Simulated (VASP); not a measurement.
Data:

```yaml
crystal:
  lattice:
    - [2.80000, 0.00000, 0.00000]
    - [0.00000, 2.80000, 0.00000]
    - [0.00000, 0.00000, 3.67000]
  atoms:
    - { symbol: Cu, position: [0.00000, 0.00000, 0.00000] }
    - { symbol: Au, position: [0.50000, 0.50000, 0.50000] }
```

All values below come from PBE GGA, VASP's PBE PAW potentials (set 64) (plane waves; VASP 6.6.1). Settings: 400 eV cut-off, 12×12×9 Γ-centred mesh, first-order Methfessel-Paxton smearing of 0.10 eV, potentials Cu Au.

Unless said otherwise, spin-orbit coupling is left out, though it shifts the bands of the heavy elements here.

Task: What does the run give for the energy per atom (σ→0), pressure, band gap (on the k-mesh) with the smallest direct gap where there is one?

Result: 
* **band gap (on the k-mesh)**: none (metal, semimetal or under 0.01 eV)
* **energy per atom (σ→0)**: -3.516 eV/atom
* **pressure**: 6.35 GPa

The compound is CuAu in the L1_0 structure. The cell was not relaxed at this level.
